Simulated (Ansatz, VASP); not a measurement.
**Cross-check of GaIr between VASP and Ansatz**

One calculation is typed for both programs; each brings its own data sets. How far apart do they land? The cell is taken from a series of runs on this material, whose earlier steps may have relaxed, scaled, displaced or heated it; both programs get it as it stands.

Program: Ansatz 0.2.0. Level of theory: plane waves, with VASP 6.6.1 beside it; zone-centre phonons at PBEsol. Results are calculated unless marked as measured.

### Step 1. Set-up

The structure is cubic, space group Pm-3m (No. 221). The conventional cell has a = 3.019 Å, b = 3.019 Å, c = 3.019 Å, α = 90.00°, β = 90.00°, γ = 90.00°. Nearest to Ga lie 8 Ir at 2.61 Å. Nearest to Ir lie 8 Ga at 2.61 Å. Farther neighbours are not listed.

### Step 2. VASP: zone-centre phonons, PBEsol

Second derivatives magnify differences that forces hide, and they need a tight electronic threshold.

Lines of VASP's logs that name or quote its potential files are left out, and so is its time.

File INCAR:

```
SYSTEM = GaIr
PREC = Accurate
ENCUT = 500
EDIFF = 1E-08
NELM = 120
ISMEAR = -1
SIGMA = 0.1
LREAL = .FALSE.
ALGO = Normal
GGA = PS
NBANDS = 17
LASPH = .TRUE.
LORBIT = 11
LWAVE = .FALSE.
LCHARG = .FALSE.
ISIF = 2
IBRION = 8
GGA_COMPAT = .FALSE.
KPAR = 2
```

File POSCAR:

```
GaIr
1.0
    3.0191639177      0.0000000000      0.0000000000
    0.0000000000      3.0191639177      0.0000000000
    0.0000000000      0.0000000000      3.0191639177
Ga Ir
1 1
Direct
    0.0000000000      0.0000000000      0.0000000000
    0.5000000000      0.5000000000      0.5000000000
```

File KPOINTS:

```
Automatic mesh
0
Gamma
16 16 16
0 0 0
```

The projector-augmented-wave data sets are Ga_d and Ir (PBE family, release 64).

The run is started by

```
$ mpirun -np 2 vasp_std
```

Numbers of over 12 decimals in the logs are rounded to 6 here.

What it wrote:

```text
[banner, memory and clock lines left out]
running    2 mpi-ranks, on    1 nodes
 distrk:  each k-point on    1 cores,    2 groups
 distr:  one band on    1 cores,    1 groups

 POSCAR found type information on POSCAR GaIr
 POSCAR found :  2 types and       2 ions
|                                                                             |
|               ----> ADVICE to this user running VASP <----                  |
|                                                                             |
|     You enforced a specific xc type in the INCAR file but a different       |
|     [... a line on the potential file left out ...]
|     I HOPE YOU KNOW WHAT YOU ARE DOING!                                     |
|                                                                             |

 LDA part: xc-table for (Slater+PW92), standard interpolation
 POSCAR, INCAR and KPOINTS ok, starting setup
 FFT: planning ... GRIDC
 FFT: planning ... GRID_SOFT
 FFT: planning ... GRID
 WAVECAR not read
 entering main loop
       N       E                     dE             d eps       ncg     rms          rms(c)
DAV:   1     0.120992960943E+03    0.12099E+03   -0.11174E+04  6198   0.218E+03
DAV:   2    -0.715298837572E+01   -0.12815E+03   -0.12326E+03  5675   0.365E+02
DAV:   3    -0.144776486691E+02   -0.73247E+01   -0.72652E+01  6674   0.834E+01
DAV:   4    -0.145720155030E+02   -0.94367E-01   -0.94305E-01  6636   0.933E+00
DAV:   5    -0.145740464995E+02   -0.20310E-02   -0.20308E-02  7556   0.127E+00    0.126E+01
DAV:   6    -0.140910041125E+02    0.48304E+00   -0.17467E+00  6144   0.126E+01    0.395E+00
DAV:   7    -0.140235789529E+02    0.67425E-01   -0.11930E-01  8130   0.735E+00    0.255E+00
DAV:   8    -0.140013682391E+02    0.22211E-01   -0.25147E-02  8232   0.154E+00    0.336E-01
DAV:   9    -0.140002701998E+02    0.10980E-02   -0.19891E-03  6896   0.851E-01    0.473E-02
DAV:  10    -0.140002689250E+02    0.12748E-05   -0.10937E-04  7205   0.126E-01    0.254E-02
DAV:  11    -0.140002663002E+02    0.26248E-05   -0.14714E-05  7460   0.624E-02    0.232E-03
DAV:  12    -0.140002665176E+02   -0.21741E-06   -0.73766E-07  7692   0.110E-02    0.111E-03
DAV:  13    -0.140002664357E+02    0.81854E-07   -0.68272E-08  7076   0.399E-03    0.141E-04
DAV:  14    -0.140002664370E+02   -0.12633E-08   -0.27540E-09  3376   0.477E-04
   1 F= -.14000266E+02 E0= -.13988602E+02  d E =-.233283E-01
 Linear response reoptimize wavefunctions to high precision
DAV:   1    -0.140002664385E+02   -0.15084E-08   -0.61654E-10  3531   0.294E-04
DAV:   2    -0.140002664385E+02   -0.13642E-11   -0.10241E-10  3046   0.873E-05
 Linear response DOF=           2
 Linear response progress:
  Degree of freedom:   1/  2
       N       E                     dE             d eps       ncg     rms          rms(c)
RMM:   1    -0.160835368959E+00   -0.16084E+00    0.22349E-01 16563   0.944E+00
RMM:   2    -0.161383030101E+00   -0.54766E-03   -0.26247E-02 25397   0.134E+00    0.555E-02
RMM:   3    -0.161458984885E+00   -0.75955E-04   -0.20605E-03 26285   0.353E-01    0.294E-02
RMM:   4    -0.161350029436E+00    0.10896E-03   -0.32239E-04 27517   0.128E-01    0.699E-03
RMM:   5    -0.161288948278E+00    0.61081E-04   -0.36596E-05 28875   0.426E-02    0.294E-03
RMM:   6    -0.161251816236E+00    0.37132E-04   -0.65776E-06 29546   0.162E-02    0.480E-04
RMM:   7    -0.161258519214E+00   -0.67030E-05   -0.14947E-06 29402   0.633E-03    0.261E-04
RMM:   8    -0.161257834570E+00    0.68464E-06   -0.41358E-07 29721   0.279E-03    0.957E-05
RMM:   9    -0.161256906052E+00    0.92852E-06   -0.11136E-07 30035   0.128E-03    0.318E-05
RMM:  10    -0.161256649008E+00    0.25704E-06   -0.50205E-08 29866   0.640E-04    0.141E-05
RMM:  11    -0.161256427720E+00    0.22129E-06   -0.16260E-08 29496   0.350E-04    0.511E-06
RMM:  12    -0.161256397942E+00    0.29778E-07   -0.87624E-09 29726   0.212E-04    0.156E-06
RMM:  13    -0.161256392498E+00    0.54437E-08   -0.49658E-09 30437   0.144E-04    0.111E-06
 first order change of Fermi-energy  -0.79089E-03
 force on displaced ion       1 direction 1 :  -6.179   0.000  -0.000
 Linear response progress:
  Degree of freedom:   2/  2
       N       E                     dE             d eps       ncg     rms          rms(c)
RMM:   1    -0.190404221922E+00   -0.19040E+00   -0.14755E-01 27421   0.226E+00
RMM:   2    -0.190423644915E+00   -0.19423E-04   -0.62728E-03 26077   0.480E-01    0.114E-01
RMM:   3    -0.190312435181E+00    0.11121E-03   -0.40023E-04 27068   0.140E-01    0.689E-02
RMM:   4    -0.190439880911E+00   -0.12745E-03   -0.27072E-04 27247   0.101E-01    0.809E-03
RMM:   5    -0.190426025967E+00    0.13855E-04   -0.10042E-05 27927   0.244E-02    0.595E-03
RMM:   6    -0.190396459071E+00    0.29567E-04   -0.19355E-06 26203   0.961E-03    0.108E-03
RMM:   7    -0.190385642740E+00    0.10816E-04   -0.27560E-07 29069   0.334E-03    0.541E-04
RMM:   8    -0.190385206864E+00    0.43588E-06   -0.59845E-08 27031   0.137E-03    0.126E-04
RMM:   9    -0.190385275195E+00   -0.68331E-07   -0.30454E-08 29185   0.565E-04    0.613E-05
RMM:  10    -0.190384715323E+00    0.55987E-06   -0.22136E-08 27388   0.259E-04    0.310E-05
RMM:  11    -0.190384839287E+00   -0.12396E-06   -0.22946E-08 27814   0.171E-04    0.239E-06
RMM:  12    -0.190384849189E+00   -0.99013E-08   -0.22271E-08 29749   0.117E-04    0.243E-06
 first order change of Fermi-energy   0.25656E-02
 force on displaced ion       2 direction 1 :  -6.133   0.000  -0.000
 Linear response finished
```

From OUTCAR (step 2):

```text
ion  position               nearest neighbor table
   1  0.000  0.000  0.000-   2 2.61   2 2.61   2 2.61   2 2.61   2 2.61   2 2.61   2 2.61   2 2.61

  LATTYP: Found a simple cubic cell.
 ALAT       =     3.0191639177

 Subroutine GETGRP returns: Found 48 space group operations
 (whereof 48 operations were pure point group operations)

The static configuration has the point symmetry O_h .

 Found    165 irreducible k-points:

   k-points           NKPTS =    165   k-points in BZ     NKDIM =    165   number of bands    NBANDS=     17

   dimension x,y,z NGX =    24 NGY =   24 NGZ =   24
   dimension x,y,z NGXF=    48 NGYF=   48 NGZF=   48

   ENCUT  =  500.0 eV  36.75 Ry    6.06 a.u.   5.50  5.50  5.50*2*pi/ulx,y,z

   NELECT =      22.0000    total number of electrons

 k-points in reciprocal lattice and weights: Automatic mesh
   0.00000000  0.00000000  0.00000000       0.000
   0.06250000  0.00000000  0.00000000       0.001
   0.12500000  0.00000000  0.00000000       0.001
   0.18750000  0.00000000  0.00000000       0.001
   0.25000000  0.00000000  0.00000000       0.001
   0.31250000  0.00000000  0.00000000       0.001
   0.37500000  0.00000000  0.00000000       0.001
   0.43750000  0.00000000  0.00000000       0.001
   0.50000000  0.00000000  0.00000000       0.001
[...]
0.50000000  0.50000000  0.43750000       0.001
   0.50000000  0.50000000  0.50000000       0.000

 average (electrostatic) potential at core
       1 -60.8577       2 -48.7834

  Total        0.1249191      0.1249191      0.1249191      0.0000000      0.0000000     -0.0000000
  in kB        7.2724288      7.2724288      7.2724288      0.0000000      0.0000000     -0.0000000
  external PRESSURE =       7.2724288 kB  Pullay stress =       0.0000000 kB

  energy-cutoff  :      500.00
  volume of cell :       27.52
      direct lattice vectors                 reciprocal lattice vectors
     3.019163918  0.000000000  0.000000000     0.331217525  0.000000000  0.000000000
     0.000000000  3.019163918  0.000000000     0.000000000  0.331217525  0.000000000
     0.000000000  0.000000000  3.019163918     0.000000000  0.000000000  0.331217525

 POSITION                                       TOTAL-FORCE (eV/Angst)
 -----------------------------------------------------------------------------------
      0.00000      0.00000      0.00000         0.000000      0.000000      0.000000
      1.50958      1.50958      1.50958         0.000000      0.000000      0.000000
 -----------------------------------------------------------------------------------
    total drift:                                0.000000      0.000000     -0.000000

 Eigenvectors and eigenvalues of the dynamical matrix
 ----------------------------------------------------

   1 f  =    5.427345 THz    34.101015 2PiTHz  181.036748 cm-1    22.445686 meV
             X         Y         Z           dx          dy          dz
      0.000000  0.000000  0.000000    -0.840111   -0.171658    0.000000
      1.509582  1.509582  1.509582     0.504120    0.103006    0.000000

   2 f  =    5.427345 THz    34.101015 2PiTHz  181.036748 cm-1    22.445686 meV
             X         Y         Z           dx          dy          dz
      0.000000  0.000000  0.000000    -0.000000   -0.000000    0.857469
      1.509582  1.509582  1.509582     0.000000   -0.000000   -0.514536

   3 f  =    5.427345 THz    34.101015 2PiTHz  181.036748 cm-1    22.445686 meV
             X         Y         Z           dx          dy          dz
      0.000000  0.000000  0.000000    -0.171658    0.840111   -0.000000
      1.509582  1.509582  1.509582     0.103006   -0.504120   -0.000000

   4 f/i=    0.008784 THz     0.055190 2PiTHz    0.292996 cm-1     0.036327 meV
             X         Y         Z           dx          dy          dz
      0.000000  0.000000  0.000000    -0.002517   -0.170398    0.485495
      1.509582  1.509582  1.509582    -0.004195   -0.283966    0.809073

   5 f/i=    0.008784 THz     0.055190 2PiTHz    0.292996 cm-1     0.036327 meV
             X         Y         Z           dx          dy          dz
      0.000000  0.000000  0.000000     0.509653   -0.067511   -0.021052
      1.509582  1.509582  1.509582     0.849332   -0.112506   -0.035083

   6 f/i=    0.008784 THz     0.055190 2PiTHz    0.292996 cm-1     0.036327 meV
             X         Y         Z           dx          dy          dz
      0.000000  0.000000  0.000000     0.070672    0.480785    0.169111
      1.509582  1.509582  1.509582     0.117774    0.801223    0.281822

 ELASTIC MODULI CONTR FROM IONIC RELAXATION (kBar)
 Direction    XX          YY          ZZ          XY          YZ          ZX
 --------------------------------------------------------------------------------
 XX           0.0000      0.0000      0.0000      0.0000      0.0000      0.0000
 YY           0.0000      0.0000      0.0000      0.0000      0.0000      0.0000
 ZZ           0.0000      0.0000      0.0000      0.0000      0.0000      0.0000
 XY           0.0000      0.0000      0.0000      0.0000      0.0000      0.0000
 YZ           0.0000      0.0000      0.0000      0.0000      0.0000      0.0000
 ZX           0.0000      0.0000      0.0000      0.0000      0.0000      0.0000
 --------------------------------------------------------------------------------
```

[end of part 1 of 2]

[Lines on the potential files, build, host, timing and source positions are cut from VASP's logs without a mark.]

[Logs are printed without paths, hosts, clocks, repeated set-up lines and the standing remarks that a program may print on its own settings, such as how far it seeks lower states.]

[Hosts, paths, dates, database ids (printed as entryN), source tags and the programs' standing remarks are cut or masked in the printed files.]
